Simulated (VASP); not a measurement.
# Au (Gold): which input changes matter

Aim: change the input of a sound run on Au (Gold) piece by piece and see what each change does. All runs use PBEsol. The start is a cell from a database of measured crystal structures.

Main program and level: VASP 6.6.1; PBEsol; plane waves and PAW (Au).

The database entry behind the starting cell differs from later determinations by our own check (about 0.15 % short), so it need not match the best structure at ambient conditions.

### Step 1. Starting point

Symmetry: Fm-3m, No. 225, cubic system. The conventional cell has a = 4.072 Å, b = 4.072 Å, c = 4.072 Å, α = 90.00°, β = 90.00°, γ = 90.00°. Nearest to Au lie 12 Au at 2.88 Å.

Structure file:

```xyz
1
Lattice="0.0000 2.0360 2.0360 2.0360 0.0000 2.0360 2.0360 2.0360 0.0000" Properties=species:S:1:pos:R:3 pbc="T T T"
Au    0.0000    0.0000    0.0000
```

### Step 2. Reference run

A single point gives energy, forces and stress at these settings. PBEsol restores the gradient expansion of exchange and is tuned for the cells of solids.

The input, INCAR:

```
SYSTEM = Au
PREC = Accurate
ENCUT = 400
EDIFF = 1E-06
NELM = 100
ISMEAR = -1
SIGMA = 0.05
LREAL = .FALSE.
ALGO = Normal
GGA = PS
NBANDS = 11
LASPH = .TRUE.
LORBIT = 11
LWAVE = .FALSE.
LCHARG = .FALSE.
KPAR = 2
ISIF = 2
```

The input, POSCAR:

```
Au
1.0
    0.0000000000      2.0360000000      2.0360000000
    2.0360000000      0.0000000000      2.0360000000
    2.0360000000      2.0360000000      0.0000000000
Au
1
Direct
    0.0000000000      0.0000000000      0.0000000000
```

The input, KPOINTS:

```
Automatic mesh
0
Gamma
9 9 9
0 0 0
```

PAW data sets: Au (PBE family, release 64).

Run with:

```bash
$ mpirun -np 2 vasp_std
```

The program printed:

```text
[banner, memory and clock lines left out]
running    2 mpi-ranks, on    1 nodes
 distrk:  each k-point on    1 cores,    2 groups
 distr:  one band on    1 cores,    1 groups

 POSCAR found type information on POSCAR Au
 POSCAR found :  1 types and       1 ions
|                                                                             |
|               ----> ADVICE to this user running VASP <----                  |
|                                                                             |
|     You enforced a specific xc type in the INCAR file but a different       |
|     [... a line on the potential file left out ...]
|     I HOPE YOU KNOW WHAT YOU ARE DOING!                                     |
|                                                                             |

 LDA part: xc-table for (Slater+PW92), standard interpolation
 POSCAR, INCAR and KPOINTS ok, starting setup
 FFT: planning ... GRIDC
 FFT: planning ... GRID_SOFT
 FFT: planning ... GRID
 WAVECAR not read
 entering main loop
       N       E                     dE             d eps       ncg     rms          rms(c)
DAV:   1     0.346102535393E+02    0.34610E+02   -0.48677E+03   890   0.704E+02
DAV:   2    -0.388441760713E+01   -0.38495E+02   -0.36033E+02   857   0.162E+02
DAV:   3    -0.428343114466E+01   -0.39901E+00   -0.39887E+00   875   0.160E+01
DAV:   4    -0.428468563711E+01   -0.12545E-02   -0.12545E-02   860   0.107E+00
DAV:   5    -0.428469437394E+01   -0.87368E-05   -0.87365E-05   866   0.835E-02    0.981E+00
DAV:   6    -0.397375035314E+01    0.31094E+00   -0.89595E-01   803   0.798E+00    0.607E+00
DAV:   7    -0.395116568656E+01    0.22585E-01   -0.73970E-02   875   0.227E+00    0.289E+00
DAV:   8    -0.394815190452E+01    0.30138E-02   -0.13189E-03   821   0.353E-01    0.258E-01
DAV:   9    -0.394814515500E+01    0.67495E-05   -0.20446E-05   863   0.364E-02    0.120E-02
DAV:  10    -0.394814776364E+01   -0.26086E-05   -0.13296E-06   854   0.993E-03    0.867E-04
DAV:  11    -0.394814782449E+01   -0.60845E-07   -0.44393E-08   448   0.177E-03
   1 F= -.39481478E+01 E0= -.39478965E+01  d E =-.502584E-03
```

The job ended after 3.6 s (2 MPI ranks of AMD EPYC 7R43, shared host; peak memory 0.18 GiB).

The logs omit lines about the potential files and the build; timing stands in the text.

OUTCAR, selected parts (step 2):

```text
ion  position               nearest neighbor table
   1  0.000  0.000  0.000-

  LATTYP: Found a face centered cubic cell.
 ALAT       =     4.0720000000

 Subroutine GETGRP returns: Found 48 space group operations
 (whereof 48 operations were pure point group operations)

The static configuration has the point symmetry O_h .

 Found     35 irreducible k-points:

   k-points           NKPTS =     35   k-points in BZ     NKDIM =     35   number of bands    NBANDS=     11

   dimension x,y,z NGX =    20 NGY =   20 NGZ =   20
   dimension x,y,z NGXF=    40 NGYF=   40 NGZF=   40

   ENCUT  =  400.0 eV  29.40 Ry    5.42 a.u.   4.70  4.70  4.70*2*pi/ulx,y,z

   NELECT =      11.0000    total number of electrons

 k-points in reciprocal lattice and weights: Automatic mesh
   0.00000000  0.00000000  0.00000000       0.001
   0.11111111  0.00000000  0.00000000       0.011
   0.22222222  0.00000000  0.00000000       0.011
   0.33333333  0.00000000  0.00000000       0.011
   0.44444444  0.00000000  0.00000000       0.011
   0.11111111  0.11111111  0.00000000       0.008
   0.22222222  0.11111111  0.00000000       0.033
   0.33333333  0.11111111  0.00000000       0.033
   0.44444444  0.11111111  0.00000000       0.033
[...]
-0.33333333  0.44444444  0.11111111       0.033
  -0.33333333  0.44444444  0.22222222       0.033

 average (electrostatic) potential at core
       1 -63.9449

 E-fermi :   9.3900

 k-point     1 :       0.0000    0.0000    0.0000
  band No.  band energies     occupation
    ...
      2       4.7136      2.00000
      3       4.7136      2.00000
      4       4.7136      2.00000
      5       6.2684      2.00000
      6       6.2684      2.00000
      7      23.9276      0.00000
      8      27.9740      0.00000
      9      27.9740      0.00000
     10      27.9740      0.00000
     11      32.8711      0.00000

 k-point     2 :       0.1111    0.0000    0.0000
  band No.  band energies     occupation
    ...
      2       4.5829      2.00000
      3       4.8516      2.00000
      4       4.8516      2.00000
      5       6.2142      2.00000
      6       6.2142      2.00000
      7      24.3661      0.00000
      8      25.7747      0.00000
      9      28.4808      0.00000
     10      28.4808      0.00000
     11      33.3127      0.00000

 k-point     3 :       0.2222    0.0000    0.0000
  band No.  band energies     occupation
    ...
      2       4.4787      2.00000
      3       5.0115      2.00000
      4       5.0115      2.00000
      5       6.3243      2.00000
      6       6.3243      2.00000
      7      21.7028      0.00000
      8      25.1298      0.00000
      9      29.4618      0.00000
     10      29.4618      0.00000
     11      31.1726      0.00000

  Total        0.1176513      0.1176513      0.1176513     -0.0000000     -0.0000000      0.0000000
  in kB       11.1671889     11.1671889     11.1671889     -0.0000000     -0.0000000      0.0000000
  external PRESSURE =      11.1671889 kB  Pullay stress =       0.0000000 kB

  energy-cutoff  :      400.00
  volume of cell :       16.88
      direct lattice vectors                 reciprocal lattice vectors
     0.000000000  2.036000000  2.036000000    -0.245579568  0.245579568  0.245579568
     2.036000000  0.000000000  2.036000000     0.245579568 -0.245579568  0.245579568
     2.036000000  2.036000000  0.000000000     0.245579568  0.245579568 -0.245579568

 POSITION                                       TOTAL-FORCE (eV/Angst)
 -----------------------------------------------------------------------------------
      0.00000      0.00000      0.00000         0.000000      0.000000      0.000000
 -----------------------------------------------------------------------------------
    total drift:                               -0.000000     -0.000000     -0.000000

  FREE ENERGIE OF THE ION-ELECTRON SYSTEM (eV)
  ---------------------------------------------------
  free  energy   TOTEN  =        -3.9481478245 eV

  energy  without entropy=       -3.9476452402  energy(sigma->0) =       -3.94789653

 total charge
# of ion       s       p       d       tot
------------------------------------------
    1        0.539   0.365   8.753   9.657

[... 3 further parts left out ...]
```

This run has no spin polarisation. Its electron count is odd, so without a moment it is a metal by construction. The k-mesh is coarse for a metal. The PAW data sets were made with PBE, which is usual practice but a small mismatch for other functionals.

Numbers from this step:

```
SCF cycles                             : 11
electrons                              : 11
bands                                  : 11
irreducible k-points                   : 35
symmetry operations                    : 48
free energy (TOTEN)                    : -3.948 eV
energy at zero smearing                : -3.948 eV
Fermi energy                           : 9.39 eV
pressure                               : 1.117 GPa
metallic, judged on the points sampled : yes
```

The pressure is 1.12 GPa and the largest force 0.000 eV/Å, so the cell is not at a minimum at these settings.

### Step 3. A single point (PBEsol) with a changed input

A single point gives energy, forces and stress at these settings. Some settings are moved from the usual, to see what they do.

Edit INCAR of step 2 so:

```diff
@@ -2,3 +2,3 @@
 PREC = Accurate
-ENCUT = 400
+ENCUT = 700
 EDIFF = 1E-06
@@ -17 +17,2 @@
 ISIF = 2
+NELMDL = 0
```

POSCAR is that of step 2.

KPOINTS is that of step 2.

Run with:

```bash
$ mpirun -np 2 vasp_std
```

The program printed:

```text
[banner, memory and clock lines left out]
running    2 mpi-ranks, on    1 nodes
 distrk:  each k-point on    1 cores,    2 groups
 distr:  one band on    1 cores,    1 groups

 POSCAR found type information on POSCAR Au
 POSCAR found :  1 types and       1 ions
 [... a notice as in an earlier step ...]

 LDA part: xc-table for (Slater+PW92), standard interpolation
 POSCAR, INCAR and KPOINTS ok, starting setup
 FFT: planning ... GRIDC
 FFT: planning ... GRID_SOFT
 FFT: planning ... GRID
 WAVECAR not read
 WARNING: random wavefunctions but no delay for mixing, default for NELMDL
 entering main loop
       N       E                     dE             d eps       ncg     rms          rms(c)
DAV:   1     0.596810077787E+02    0.59681E+02   -0.68278E+03   770   0.115E+03
DAV:   2    -0.345183305134E+01   -0.63133E+02   -0.59851E+02   863   0.223E+02
DAV:   3    -0.428234485389E+01   -0.83051E+00   -0.82983E+00   875   0.256E+01
DAV:   4    -0.428481475123E+01   -0.24699E-02   -0.24698E-02   857   0.158E+00
DAV:   5    -0.428483203176E+01   -0.17281E-04   -0.17279E-04   881   0.132E-01    0.982E+00
DAV:   6    -0.397373831515E+01    0.31109E+00   -0.89568E-01   812   0.801E+00    0.607E+00
DAV:   7    -0.395110939290E+01    0.22629E-01   -0.74233E-02   872   0.227E+00    0.289E+00
DAV:   8    -0.394809694991E+01    0.30124E-02   -0.13876E-03   827   0.373E-01    0.260E-01
DAV:   9    -0.394808791782E+01    0.90321E-05   -0.19730E-05   881   0.367E-02    0.134E-02
DAV:  10    -0.394809041831E+01   -0.25005E-05   -0.14185E-06   848   0.108E-02    0.980E-04
DAV:  11    -0.394809044564E+01   -0.27324E-07   -0.42487E-08   442   0.176E-03
   1 F= -.39480904E+01 E0= -.39478393E+01  d E =-.502377E-03
```

It took 7.2 s on 2 MPI ranks; peak memory 0.27 GiB; 14 s of CPU time.

Parts of OUTCAR (step 3):

```text
The static configuration has the point symmetry O_h .

 Found     35 irreducible k-points:

   dimension x,y,z NGX =    28 NGY =   28 NGZ =   28
   dimension x,y,z NGXF=    56 NGYF=   56 NGZF=   56

   ENCUT  =  700.0 eV  51.45 Ry    7.17 a.u.   6.21  6.21  6.21*2*pi/ulx,y,z

   NELECT =      11.0000    total number of electrons

 E-fermi :   9.3901

 k-point     1 :       0.0000    0.0000    0.0000
  band No.  band energies     occupation
    ...
      2       4.7130      2.00000
      3       4.7130      2.00000
      4       4.7130      2.00000
      5       6.2679      2.00000
      6       6.2679      2.00000
      7      23.9272      0.00000
      8      27.9737      0.00000
      9      27.9737      0.00000
     10      27.9737      0.00000
     11      32.8707      0.00000

 k-point     2 :       0.1111    0.0000    0.0000
  band No.  band energies     occupation
    ...
      2       4.5823      2.00000
      3       4.8509      2.00000
      4       4.8509      2.00000
      5       6.2137      2.00000
      6       6.2137      2.00000
      7      24.3654      0.00000
      8      25.7744      0.00000
      9      28.4805      0.00000
     10      28.4805      0.00000
     11      33.3126      0.00000

  Total        0.1240353      0.1240353      0.1240353      0.0000000      0.0000000     -0.0000000
  in kB       11.7731505     11.7731505     11.7731505      0.0000000      0.0000000     -0.0000000
  external PRESSURE =      11.7731505 kB  Pullay stress =       0.0000000 kB

  energy-cutoff  :      700.00
  volume of cell :       16.88
      direct lattice vectors                 reciprocal lattice vectors
     0.000000000  2.036000000  2.036000000    -0.245579568  0.245579568  0.245579568
     2.036000000  0.000000000  2.036000000     0.245579568 -0.245579568  0.245579568
     2.036000000  2.036000000  0.000000000     0.245579568  0.245579568 -0.245579568

 POSITION                                       TOTAL-FORCE (eV/Angst)
 -----------------------------------------------------------------------------------
      0.00000      0.00000      0.00000         0.000000     -0.000000     -0.000000
 -----------------------------------------------------------------------------------
    total drift:                               -0.000000      0.000000      0.000000

  FREE ENERGIE OF THE ION-ELECTRON SYSTEM (eV)
  ---------------------------------------------------
  free  energy   TOTEN  =        -3.9480904456 eV

  energy  without entropy=       -3.9475880689  energy(sigma->0) =       -3.94783926

 total charge
# of ion       s       p       d       tot
------------------------------------------
    1        0.539   0.365   8.754   9.658

[... 5 parts as in an earlier step ...]

[... 5 further parts left out ...]
```

The log speaks of NELMDL: with random orbitals VASP wants a delay before mixing. NELMDL acts on the way to self-consistency or on speed; a fully converged result doesn't depend on them, though slow mixing can meet EDIFF with the stress still off.

Numbers from this step:

* Fermi energy: 9.390 eV
* pressure: 1.177 GPa

Against the reference run the energy at zero smearing moves by +0.06 meV an atom and the pressure by +0.06 GPa.

### Step 4. Total energy, forces and stress (PBEsol) with a changed input

This run is made with a changed input; what comes of it follows.

Edit INCAR of step 3 so:

```diff
@@ -2,3 +2,3 @@
 PREC = Accurate
-ENCUT = 700
+ENCUT = 400
 EDIFF = 1E-06
@@ -17,2 +17,2 @@
 ISIF = 2
-NELMDL = 0
+ICHARG = 12
```

POSCAR is that of step 3.

KPOINTS is that of step 3.

Run with:

```bash
$ mpirun -np 2 vasp_std
```

The program printed:

```text
[banner, memory and clock lines left out]
running    2 mpi-ranks, on    1 nodes
 distrk:  each k-point on    1 cores,    2 groups
 distr:  one band on    1 cores,    1 groups

 POSCAR found type information on POSCAR Au
 POSCAR found :  1 types and       1 ions
 [... a notice as in an earlier step ...]

 LDA part: xc-table for (Slater+PW92), standard interpolation
 WARNING: stress and forces are not correct
 POSCAR, INCAR and KPOINTS ok, starting setup
 FFT: planning ... GRIDC
 FFT: planning ... GRID_SOFT
 FFT: planning ... GRID
 WAVECAR not read
 entering main loop
       N       E                     dE             d eps       ncg     rms          rms(c)
[... 4 cycles as in an earlier step ...]
DAV:   5    -0.428469437394E+01   -0.87368E-05   -0.87365E-05   866   0.835E-02
DAV:   6    -0.428469444416E+01   -0.70228E-07   -0.70626E-07   845   0.792E-03
   1 F= -.42846944E+01 E0= -.42836514E+01  d E =-.208604E-02
```

Run time: 2.2 s. Hardware: 2 MPI ranks; peak memory 0.16 GiB; 3.4 s of CPU time.

OUTCAR, selected parts (step 4):

```text
The static configuration has the point symmetry O_h .

 Found     35 irreducible k-points:

   NELECT =      11.0000    total number of electrons

 E-fermi :   9.7744

 k-point     1 :       0.0000    0.0000    0.0000
  band No.  band energies     occupation
    ...
      2       5.5611      2.00000
      3       5.5611      2.00000
      4       5.5611      2.00000
      5       7.2142      2.00000
      6       7.2142      2.00000
      7      23.8941      0.00000
      8      27.9557      0.00000
      9      27.9557      0.00000
     10      27.9557      0.00000
     11      32.6480      0.00000

 k-point     2 :       0.1111    0.0000    0.0000
  band No.  band energies     occupation
    ...
      2       5.4049      2.00000
      3       5.7055      2.00000
      4       5.7055      2.00000
      5       7.1511      2.00000
      6       7.1511      2.00000
      7      24.3919      0.00000
      8      25.7542      0.00000
      9      28.4970      0.00000
     10      28.4970      0.00000
     11      33.3840      0.00000

  Total      -11.7861861    -11.7861861    -11.7861861     -0.0000000      0.0000000     -0.0000000
  in kB    -1118.7178296  -1118.7178296  -1118.7178296     -0.0000000      0.0000000     -0.0000000
  external PRESSURE =   -1118.7178296 kB  Pullay stress =       0.0000000 kB

 POSITION                                       TOTAL-FORCE (eV/Angst)
 -----------------------------------------------------------------------------------
      0.00000      0.00000      0.00000         0.000000      0.000000     -0.000000
 -----------------------------------------------------------------------------------
    total drift:                               -0.000000     -0.000000     -0.000000

  FREE ENERGIE OF THE ION-ELECTRON SYSTEM (eV)
  ---------------------------------------------------
  free  energy   TOTEN  =        -4.2846944442 eV

  energy  without entropy=       -4.2826084054  energy(sigma->0) =       -4.28365142

 total charge
# of ion       s       p       d       tot
------------------------------------------
    1        0.561   0.410   8.612   9.582

[... 8 parts as in an earlier step ...]

[... 5 further parts left out ...]
```

The run converged, but on settings that are not sound, so its numbers are not to be trusted.

Against the sound run on this cell (reference run) the energy at zero smearing moves by -335.8 meV an atom.

Settings moved from the usual: ICHARG = 12.

ICHARG = 12 holds the density at that of overlapping atoms, so the orbitals converge and the density never does.

[end of part 1 of 3]

[Lines on the potential files, build, host, timing and source positions are cut from VASP's logs without a mark.]

[Logs are printed without paths, hosts, clocks, repeated set-up lines and the standing remarks that a program may print on its own settings, such as how far it seeks lower states.]

[Hosts, paths, dates, database ids (printed as entryN), source tags and the programs' standing remarks are cut or masked in the printed files.]

[A measured line is paired with the nearest computed mode of its activity, which favours agreement.]

[In band tables of VASP the shares of atoms and orbitals are scaled to a sum of 1 inside the atoms' spheres.]
